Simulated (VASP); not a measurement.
# Ge (Fd-3m) in VASP: further runs, part 2 of 2

VASP 6.6.1.

### 4 Against experiment

Step 2. A measured gap of Ge is 0.744 eV (indirect; 0 K; “Temperature-dependent photoluminescence in Ge: experiment and theory”, 2020, arxiv:2003.00143); the calculated 0.00 eV misses it by -0.74 eV. 3 values of this kind are on record (0.666 to 0.807 eV); this one was drawn at random among those near their median. Spin-orbit coupling on Ge is left out. The value is that of PBE, without temperature or zero-point motion. Semilocal functionals fall short of measured gaps as a rule.

Step 3. A measured gap of Ge is 0.666 eV (indirect; 293 K; “Electronic and optical properties of SixGe1-x-ySny alloys lattice-matched to Ge”, 2021, arxiv:2109.02782); the calculated 0.00 eV misses it by -0.67 eV. 3 values of this kind are on record (0.666 to 0.807 eV); this one was drawn at random among those near their median. Spin-orbit coupling on Ge is left out. The value is that of LDA, without temperature or zero-point motion. Semilocal functionals fall short of measured gaps as a rule.
